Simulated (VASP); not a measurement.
# YS (Fm-3m) in VASP: a series of runs

One crystal, YS, is run at these levels: LDA; tasks: relaxation of cell and atoms, vibrations by finite differences.

Program: VASP 6.6.1. These are calculated values, not measurements. Logs are shortened: lines on timing, memory, paths and dates and some standing lists are left out, and cuts for length are marked.

### Step 1. The structure

It takes space group Fm-3m (No. 225, cubic). The conventional cell has a = 5.487 Å, b = 5.487 Å, c = 5.487 Å, α = 90.00°, β = 90.00°, γ = 90.00°. Y (site symmetry m-3m) has 6 S at 2.74 Å as nearest neighbours. Around S (site symmetry m-3m) lie 6 Y at 2.74 Å.

### Step 2. Relaxation of cell and atoms, LDA

Contents of INCAR:

```
SYSTEM = YS
ALGO     = Normal         ! electronic algorithm
EDIFF    = 1E-7           ! SCF threshold, eV
EDIFFG   = -0.002         ! ionic threshold
ENCUT    = 520            ! plane-wave cutoff, eV
GGA      = CA             ! functional
IBRION   = 2              ! ionic algorithm
ISIF     = 3              ! what is computed and relaxed
ISMEAR   = 0              ! smearing method
LASPH    = .True.         ! aspherical terms in the spheres
LCHARG   = .False.        ! write CHGCAR
LREAL    = .False.        ! projectors in reciprocal space
LWAVE    = .False.        ! write WAVECAR
NELM     = 60             ! most SCF steps
NSW      = 80             ! ionic steps
PREC     = Accurate       ! precision mode
SIGMA    = 0.02           ! smearing width, eV
```

Contents of KPOINTS:

```
k-points
0
Gamma
  10 10 10
  0 0 0
```

Contents of POSCAR:

```
YS
1.0
    0.0000000000      2.7436500000      2.7436500000
    2.7436500000      0.0000000000      2.7436500000
    2.7436500000      2.7436500000      0.0000000000
Y S
1 1
Direct
    0.5000000000      0.5000000000      0.5000000000
    0.0000000000      0.0000000000      0.0000000000
```

Potentials or basis: VASP PAW LDA potentials, release 64 (Y_sv, S).

Launch:

```sh
cat potpaw_LDA.64/Y_sv/POTCAR potpaw_LDA.64/S/POTCAR > POTCAR
mpirun -np 1 vasp_std > vasp.out
```

OUTCAR:

```text
SYSTEM = YS
   EDIFF = 1E-7
   EDIFFG = -0.002
   ENCUT = 520
   GGA = CA
   IBRION = 2
   ISIF = 3
   ISMEAR = 0
   LASPH = .True.
   LREAL = .False.
   NELM = 60
   NSW = 80
   PREC = Accurate

 ion  position               nearest neighbor table
   1  0.500  0.500  0.500-   2 2.74   2 2.74   2 2.74   2 2.74   2 2.74   2 2.74
   2  0.000  0.000  0.000-   1 2.74   1 2.74   1 2.74   1 2.74   1 2.74   1 2.74

  LATTYP: Found a face centered cubic cell.
 ALAT       =     5.4873000000

  Lattice vectors:

 A1 = (   0.0000000000,   2.7436500000,   2.7436500000)
 A2 = (   2.7436500000,   0.0000000000,   2.7436500000)
 A3 = (   2.7436500000,   2.7436500000,   0.0000000000)

Analysis of symmetry for initial positions (statically):
=====================================================================
 Subroutine PRICEL returns:
 Original cell was already a primitive cell.

 Routine SETGRP: Setting up the symmetry group for a
 face centered cubic supercell.

 Subroutine GETGRP returns: Found 48 space group operations
 (whereof 48 operations were pure point group operations)
 out of a pool of 48 trial point group operations.

The static configuration has the point symmetry O_h .

Analysis of symmetry for dynamics (positions and initial velocities):
=====================================================================
 Subroutine PRICEL returns:
 Original cell was already a primitive cell.

 Routine SETGRP: Setting up the symmetry group for a
 face centered cubic supercell.

 Subroutine GETGRP returns: Found 48 space group operations
 (whereof 48 operations were pure point group operations)
 out of a pool of 48 trial point group operations.

The dynamic configuration has the point symmetry O_h .

 Subroutine INISYM returns: Found 48 space group operations
 (whereof 48 operations are pure point group operations),
 and found     1 'primitive' translations

----------------------------------------------------------------------------------------

                                     Primitive cell

  volume of cell :      41.3063

  direct lattice vectors                    reciprocal lattice vectors
     0.000000000  2.743650000  2.743650000    -0.182238988  0.182238988  0.182238988
     2.743650000  0.000000000  2.743650000     0.182238988 -0.182238988  0.182238988
     2.743650000  2.743650000  0.000000000     0.182238988  0.182238988 -0.182238988

  length of vectors
     3.880107040  3.880107040  3.880107040     0.315647187  0.315647187  0.315647187

  position of ions in fractional coordinates (direct lattice)
     0.500000000  0.500000000  0.500000000
     0.000000000  0.000000000  0.000000000

  ion indices of the primitive-cell ions
   primitive index   ion index
                 1           1
                 2           2

----------------------------------------------------------------------------------------

 KPOINTS: k-points

Automatic generation of k-mesh.
 Grid dimensions read from file:
 generate k-points for:   10   10   10

 Generating k-lattice:

  Cartesian coordinates                     Fractional coordinates (reciprocal lattice)
    -0.018223899  0.018223899  0.018223899     0.100000000  0.000000000  0.000000000
     0.018223899 -0.018223899  0.018223899     0.000000000  0.100000000  0.000000000
     0.018223899  0.018223899 -0.018223899     0.000000000  0.000000000  0.100000000

  Length of vectors
     0.031564719  0.031564719  0.031564719

  Shift w.r.t. Gamma in fractional coordinates (k-lattice)
     0.000000000  0.000000000  0.000000000

 Subroutine IBZKPT returns following result:
 ===========================================

 Found     47 irreducible k-points:

 Following reciprocal coordinates:
            Coordinates               Weight
  0.000000  0.000000  0.000000      1.000000
  0.100000  0.000000  0.000000      8.000000
  0.200000  0.000000  0.000000      8.000000
  0.300000  0.000000  0.000000      8.000000
  0.400000  0.000000  0.000000      8.000000
  0.500000  0.000000  0.000000      4.000000
[... 16 lines left out ...]
  0.300000  0.300000  0.000000      6.000000
  0.400000  0.300000  0.000000     24.000000
 [... further k-points ...]
   k-points           NKPTS =     47   k-points in BZ     NKDIM =     47   number of bands    NBANDS=     12
   number of dos      NEDOS =    301   number of ions     NIONS =      2
   total plane-waves  NPLWV =  27000
   dimension x,y,z NGX =    30 NGY =   30 NGZ =   30
   dimension x,y,z NGXF=    60 NGYF=   60 NGZF=   60
   ions per type =               1   1
   NGX,Y,Z   is equivalent  to a cutoff of  12.85, 12.85, 12.85 a.u.
   NGXF,Y,Z  is equivalent  to a cutoff of  25.71, 25.71, 25.71 a.u.
 SYSTEM =  YS
   PREC   = accura    normal or accurate (medium, high low for compatibility)
   ISTART =      0    job   : 0-new  1-cont  2-samecut
   ICHARG =      2    charge: 1-file 2-atom 10-const
   ISPIN  =      1    spin polarized calculation?
   LNONCOLLINEAR =      F non collinear calculations
   LSORBIT =      F    spin-orbit coupling
   LASPH  =      T    aspherical Exc in radial PAW
   ENCUT  =  520.0 eV  38.22 Ry    6.18 a.u.   7.21  7.21  7.21*2*pi/ulx,y,z
   NELM   =     60;   NELMIN=  2; NELMDL= -5     # of ELM steps
   EDIFF  = 0.1E-06   stopping-criterion for ELM
   LREAL  =      F    real-space projection
   EDIFFG = -.2E-02   stopping-criterion for IOM
   NSW    =     80    number of steps for IOM
   IBRION =      2    ionic relax: 0-MD 1-quasi-New 2-CG
   NFREE  =      1    steps in history (QN), initial steepest desc. (CG)
   ISIF   =      3    stress and relaxation
   ISYM   =      2    0-nonsym 1-usesym 2-fastsym
   POTIM  = 0.5000    time-step for ionic-motion
   TEBEG  =    0.0;   TEEND  =   0.0 temperature during run
   PSTRESS=    0.0 pullay stress
   NELECT =      17.0000    total number of electrons
   NUPDOWN=      -1.0000    fix difference up-down
   EMIN   =  10.00;   EMAX   =-10.00  energy-range for DOS
   EFERMI =   0.00;   METHOD = LEGACY
   ISMEAR =     0;   SIGMA  =   0.02  broadening in eV -4-tet -1-fermi 0-gaus
   EFERMI_NEDOS =   21; number of points for ismear=-14 and -15
   IALGO  =     38    algorithm
   IMIX   =      4    mixing-type and parameters
     AMIX     =   0.40;   BMIX     =  1.00
     AMIX_MAG =   1.60;   BMIX_MAG =  1.00
  volume/ion in A,a.u.               =      20.65       139.37
  Fermi-wavevector in a.u.,A,eV,Ry     =   1.217734  2.301184 20.175754  1.482876
  Thomas-Fermi vector in A             =   2.353044
   LORBIT       =      0    0 simple, 1 ext, 2 COOP (PROOUT), +10 PAW based schemes
   GGA     = CA    functional components
   LHFCALC =     F    Hartree Fock is set to
   AEXX    =    0.0000 exact exchange contribution
   IVDW    =     0    specifies the selected vdW correction
   LEPSILON=     F    determine dielectric tensor
   LRPA    =     F    only Hartree local field effects (RPA)
 conjugate gradient relaxation of ions
 non-spin polarized calculation
 Gauss-broadening in eV      SIGMA  =   0.02
  energy-cutoff  :      520.00
  volume of cell :       41.31
 maximum number of plane-waves:      1139
 NGX is ok and might be reduce to    30
   NGX = 15   NGY = 15   NGZ = 15

--------------------------------------- Ionic step        1  -------------------------------------------

 number of electron      16.9999999 magnetization

 Free energy of the ion-electron system (eV)
  ---------------------------------------------------
  ext. energy  EPLUGINS =         0.00000000
  ---------------------------------------------------
  free energy    TOTEN  =       -16.02106622 eV

  energy without entropy =      -16.02071824  energy(sigma->0) =      -16.02089223

------------------------ aborting loop because EDIFF is reached ----------------------------------------

  FORCE on cell =-STRESS in cart. coord.  units (eV):
  Direction    XX          YY          ZZ          XY          YZ          ZX
  --------------------------------------------------------------------------------------
  -------------------------------------------------------------------------------------
  Total       -0.9988331     -0.9988331     -0.9988331      0.0000000     -0.0000000      0.0000000
  in kB      -38.7424765    -38.7424765    -38.7424765      0.0000000     -0.0000000      0.0000000
  external PRESSURE =     -38.7424765 kB  Pullay stress =       0.0000000 kB
[... 165 lines left out ...]
  energy  without entropy=      -16.0400850584  energy(sigma->0) =      -16.04025037

--------------------------------------- Ionic step        6  -------------------------------------------

 number of electron      17.0000001 magnetization

 Free energy of the ion-electron system (eV)
  ---------------------------------------------------
  ext. energy  EPLUGINS =         0.00000000
  ---------------------------------------------------
  free energy    TOTEN  =       -16.04041834 eV

  energy without entropy =      -16.04008785  energy(sigma->0) =      -16.04025310

 E-fermi :   6.9647     XC(G=0): -10.9573

 val. band max:        6.9634133786   @ k =  -0.1000   0.1000   0.0000
 cond. band min:       7.0246430659   @ k =  -0.4000   0.4000   0.2000
 fundamental gap:      0.0612296873
 Fermi energy:         6.9646597159

 k-point     1 :       0.0000    0.0000    0.0000
  band No.  band energies     occupation
      1     -36.0003      2.00000
      2     -16.0637      2.00000
      3     -16.0637      2.00000
      4     -16.0637      2.00000
      5      -8.1694      2.00000
      6       3.6266      2.00000
      7       3.6266      2.00000
      8       3.6266      2.00000
      9       6.7226      2.00000
     10       6.7226      2.00000
     11       6.7226      2.00000
     12       7.6072      0.00000
[... 331 lines left out ...]
 k-point    24 :       0.4000    0.3000    0.0000
  band No.  band energies     occupation
      1     -35.9610      2.00000
      2     -16.4039      2.00000
      3     -16.1912      2.00000
      4     -16.1769      2.00000
      5      -7.3675      2.00000
      6       0.9691      2.00000
      7       2.5632      2.00000
      8       2.7627      2.00000
      9       5.2217      2.00000
     10       8.9392      0.00000
     11      10.2293      0.00000
     12      10.5460      0.00000

 [... further k-points ...]

------------------------ aborting loop because EDIFF is reached ----------------------------------------

  FORCE on cell =-STRESS in cart. coord.  units (eV):
  Direction    XX          YY          ZZ          XY          YZ          ZX
  --------------------------------------------------------------------------------------
  -------------------------------------------------------------------------------------
  Total       -0.0000030     -0.0000030     -0.0000030      0.0000000      0.0000000     -0.0000000
  in kB       -0.0001202     -0.0001202     -0.0001202      0.0000000      0.0000000     -0.0000000
  external PRESSURE =      -0.0001202 kB  Pullay stress =       0.0000000 kB
[... 17 lines left out ...]
  FREE ENERGIE OF THE ION-ELECTRON SYSTEM (eV)
  ---------------------------------------------------
  free  energy   TOTEN  =       -16.0404183443 eV

  energy  without entropy=      -16.0400878481  energy(sigma->0) =      -16.04025310

 reached required accuracy - stopping structural energy minimisation
```

Wall time 56 s (1 thread of Intel Xeon Platinum 8559C (Emerald Rapids), shared host); peak memory 0.19 GiB.

What came out:

| Item | Value |
| --- | --- |
| Free energy | -16.0404 eV |
| Relaxed volume | 19.88 Å³/atom |
| Relaxed cell | a = 3.831 Å, b = 3.831 Å, c = 3.831 Å, α = 60.00°, β = 60.00°, γ = 60.00° |
| Space group after relaxing (to 0.05 Å) | Fm-3m (No. 225) |
| Energy gained by relaxing | 9.7 meV/atom |
| Ionic steps | 6 |
| Pressure after relaxing | 0.0 GPa |
| Band gap on the k mesh | none (metal or under the smearing width) |

Step by step:
```tsv
step	energy change (eV)	largest force (eV/Å)	pressure (GPa)	volume (Å³)
1	0.0000	0.0000	-3.87	41.31
2	-0.0021	0.0000	4.16	38.39
3	-0.0194	0.0000	-0.02	39.77
4	-0.0193	0.0000	0.06	39.74
5	-0.0193	0.0000	-0.05	39.78
6	-0.0194	0.0000	0.00	39.76
```

Final structure:
```xyz
2
Lattice="0.0000 2.7090 2.7090 2.7090 0.0000 2.7090 2.7090 2.7090 0.0000" Properties=species:S:1:pos:R:3 pbc="T T T"
Y     2.7090    2.7090    2.7090
S     2.7090    2.7090    0.0000
```

LDA usually gives volumes a few per cent too small. Zero-point motion and thermal expansion aren't in these numbers.

### Step 3. Relaxation of cell and atoms, LDA

This run uses another cell than the first one, of 19.88 Å³/atom, 0.963 times its volume.

INCAR is that of step 2.

KPOINTS is that of step 2.

Contents of POSCAR:

```
YS                                      
1.0
    0.0000000000      2.7089609121      2.7089609121
    2.7089609121      0.0000000000      2.7089609121
    2.7089609121      2.7089609121     -0.0000000000
  Y               S             
     1     1
Direct
     0.5000000000000000    0.5000000000000000    0.5000000000000000
     0.0000000000000000    0.0000000000000000    1.0000000000000000
```

Potentials or basis: VASP PAW LDA potentials, release 64 (Y_sv, S).

Launch:

```sh
cat potpaw_LDA.64/Y_sv/POTCAR potpaw_LDA.64/S/POTCAR > POTCAR
mpirun -np 1 vasp_std > vasp.out
```

OUTCAR:

```text
SYSTEM = YS
   EDIFF = 1E-7
   EDIFFG = -0.002
   ENCUT = 520
   GGA = CA
   IBRION = 2
   ISIF = 3
   ISMEAR = 0
   LASPH = .True.
   LREAL = .False.
   NELM = 60
   NSW = 80
   PREC = Accurate

 ion  position               nearest neighbor table
   1  0.500  0.500  0.500-   2 2.71   2 2.71   2 2.71   2 2.71   2 2.71   2 2.71
   2  0.000  0.000  0.000-   1 2.71   1 2.71   1 2.71   1 2.71   1 2.71   1 2.71

  LATTYP: Found a face centered cubic cell.
 ALAT       =     5.4179218242

  Lattice vectors:

 A1 = (   0.0000000000,   2.7089609121,   2.7089609121)
 A2 = (   2.7089609121,   0.0000000000,   2.7089609121)
 A3 = (   2.7089609121,   2.7089609121,   0.0000000000)

Analysis of symmetry for initial positions (statically):
=====================================================================
 Subroutine PRICEL returns:
 Original cell was already a primitive cell.

 Routine SETGRP: Setting up the symmetry group for a
 face centered cubic supercell.

 Subroutine GETGRP returns: Found 48 space group operations
 (whereof 48 operations were pure point group operations)
 out of a pool of 48 trial point group operations.
[... 179 lines left out ...]
      6       3.6265      2.00000
      7       3.6265      2.00000
      8       3.6265      2.00000
      9       6.7226      2.00000
     10       6.7226      2.00000
     11       6.7226      2.00000
     12       7.6071      0.00000
[... 331 lines left out ...]
 k-point    24 :       0.4000    0.3000    0.0000
  band No.  band energies     occupation
      1     -35.9612      2.00000
      2     -16.4041      2.00000
      3     -16.1913      2.00000
      4     -16.1770      2.00000
      5      -7.3677      2.00000
      6       0.9690      2.00000
      7       2.5631      2.00000
      8       2.7626      2.00000
      9       5.2217      2.00000
     10       8.9391      0.00000
     11      10.2292      0.00000
     12      10.5461      0.00000

 [... further k-points ...]

------------------------ aborting loop because EDIFF is reached ----------------------------------------

  FORCE on cell =-STRESS in cart. coord.  units (eV):
  Direction    XX          YY          ZZ          XY          YZ          ZX
  --------------------------------------------------------------------------------------
  -------------------------------------------------------------------------------------
  Total        0.0001453      0.0001453      0.0001453     -0.0000000     -0.0000000      0.0000000
  in kB        0.0058552      0.0058552      0.0058552     -0.0000000     -0.0000000      0.0000000
  external PRESSURE =       0.0058552 kB  Pullay stress =       0.0000000 kB

 VOLUME and BASIS-vectors are now :
 -----------------------------------------------------------------------------
  energy-cutoff  :      520.00
  volume of cell :       39.76
      direct lattice vectors                 reciprocal lattice vectors
     0.000000000  2.708960912  2.708960912    -0.184572615  0.184572615  0.184572615
     2.708960912  0.000000000  2.708960912     0.184572615 -0.184572615  0.184572615
     2.708960912  2.708960912  0.000000000     0.184572615  0.184572615 -0.184572615

 POSITION                                       TOTAL-FORCE (eV/Angst)
 -----------------------------------------------------------------------------------
      2.70896      2.70896      2.70896         0.000000      0.000000      0.000000
      0.00000      0.00000      0.00000        -0.000000     -0.000000     -0.000000
 -----------------------------------------------------------------------------------
    total drift:                                0.000000      0.000000      0.000000

  FREE ENERGIE OF THE ION-ELECTRON SYSTEM (eV)
  ---------------------------------------------------
  free  energy   TOTEN  =       -16.0401065317 eV

  energy  without entropy=      -16.0397760327  energy(sigma->0) =      -16.03994128

 reached required accuracy - stopping structural energy minimisation
```

CONTCAR:

```text
YS
   1.00000000000000
     0.0000000000000000    2.7089609120999998    2.7089609120999998
     2.7089609120999998    0.0000000000000000    2.7089609120999998
     2.7089609120999998    2.7089609120999998    0.0000000000000000
  Y               S
     1     1
Direct
     0.5000000000000000    0.5000000000000000    0.5000000000000000
     0.0000000000000000    0.0000000000000000    0.0000000000000000

  0.00000000E+00  0.00000000E+00  0.00000000E+00
  0.00000000E+00  0.00000000E+00  0.00000000E+00
```

Wall time 14 s (1 thread of Intel Xeon Platinum 8559C (Emerald Rapids), shared host); peak memory 0.17 GiB.

What came out:

```yaml
Free_energy: -16.0401 eV
Pressure_after_relaxing: 0.0 GPa
Band_gap_on_the_k_mesh: none (metal or under the smearing width)
```

Final structure:
```cif
data_structure
_symmetry_space_group_name_H-M 'P 1'
_symmetry_Int_Tables_number 1
_cell_length_a 3.8310
_cell_length_b 3.8310
_cell_length_c 3.8310
_cell_angle_alpha 60.000
_cell_angle_beta 60.000
_cell_angle_gamma 60.000
_cell_volume 39.76
loop_
_atom_site_label
_atom_site_type_symbol
_atom_site_fract_x
_atom_site_fract_y
_atom_site_fract_z
_atom_site_occupancy
Y1 Y 0.50000 0.50000 0.50000 1
S1 S 0.00000 0.00000 0.00000 1
```

Levels at points of the mesh, in eV from the Fermi level:
```
           k point  band 7  band 8  band 9  band 10  band 11  band 12
(0.00, 0.00, 0.00)   -3.34   -3.34   -0.24    -0.24    -0.24     0.64
(0.50, 0.00, 0.00)   -5.33   -5.33    2.15     2.85     2.90     2.90
(0.50, 0.50, 0.00)   -4.04   -4.04   -2.48     1.96     3.40     4.00
```

Caveat: the relaxation stopped at its first step, so nothing moved.

(Part 1 of 2 ends here.)
